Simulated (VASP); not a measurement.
# CeC under changes of volume

One of the cells (17.846 Å³/atom); the others are scaled copies at fixed shape and fractional positions:

```
CELL_PARAMETERS angstrom
0.00000 2.61326 2.61326
2.61326 0.00000 2.61326
2.61326 2.61326 0.00000
ATOMIC_POSITIONS crystal
Ce 0.00000 0.00000 0.00000
C 0.50000 0.50000 0.50000
```

The cell comes from a database or a generator and needn't be the stable form of this composition.

| Property | Result |
| --- | --- |
| Program | VASP 6.6.1 |
| Functional | PBE |
| Potentials or basis | VASP PAW PBE potentials, release 64 (Ce, C) |
| Cutoff | 520 eV |
| k mesh | 9 × 9 × 9 |
| Occupations | fermi-dirac, width 0.05 eV |
| Spin | collinear spin, ferromagnetic start |
| Starting moments | [1.0, 0.0] μB |

```tsv
volume (Å³/atom)	energy over the lowest point (meV/atom)	pressure (GPa)
16.447	21.76	7.8
16.797	?	?
17.146	0.00	2.2
17.846	0.08	-2.3
18.196	6.94	-4.3
18.546	17.70	-5.9
```

**Question.** What does the run at 16.797 Å³/atom give?

**Answer.** Energy over the lowest point 7.84 meV/atom; pressure 4.8 GPa.

Worked out: A Birch-Murnaghan fit of order 3 (a polynomial in V^(-2/3)) to the other rows has its minimum at 17.49 Å³/atom with B0 = V·E''(V) = 112 GPa and B' = 4.5. It gives 7.82 meV/atom at 16.797 Å³/atom, against the run's 7.84, and -dE/dV = 4.9 GPa, against 4.8.

Energies are extrapolated to zero smearing.

Caveats: the magnetic or orbital state may not be the lowest; without U or exact exchange the open f shell lies at the Fermi level, which spoils levels, moments and volumes.
